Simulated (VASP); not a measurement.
**YNb: energy against volume and a worked fit**

The structure is cubic, space group Pm-3m (No. 221). The conventional cell has a = 3.611 Å, b = 3.611 Å, c = 3.611 Å, α = 90.00°, β = 90.00°, γ = 90.00°. Around Y (site symmetry m-3m) lie 8 Nb at 3.13 Å. Nb (site symmetry m-3m) is surrounded by 8 Y at 3.13 Å.

The cell comes from a database or a generator and needn't be the stable form of this composition.

The cell was scaled at fixed shape and fractions and run with VASP, PBE PAW files Nb_sv, Y_sv, 520 eV; PBE, k mesh 7 × 7 × 7 on the cell of 2 atoms, fermi-dirac occupations of 0.05 eV, no spin polarisation, no spin-orbit coupling. Energies are those that the program minimises, any entropy of the smearing included. For a metal such a mesh isn't converged to the digits shown.

```tsv
V (Å³/atom)	energy over the lowest row (meV/atom)
22.1375	21.226
22.6085	?
23.0795	2.097
23.5505	0.000
24.0215	2.333
24.4925	8.743
24.9635	18.918
```

Q: Fit the third-order Birch-Murnaghan form, give V0, B0 and B′, and predict the energy left open.

A: With y = (V0/V)^(2/3), E = E0 + (9 V0 B0/16) [(y - 1)³ B′ + (y - 1)² (6 - 4y)]. Least squares through the rows shown give V0 = 23.5317 Å³/atom, E0 = -0.007 meV, B0 = 75.66 GPa (1 eV/Å³ = 160.218 GPa) and B′ = 3.21, with a largest miss of 0.005 meV. At V = 22.6085 the form with these constants gives 9.037 meV; the run gave 9.017 meV an atom.
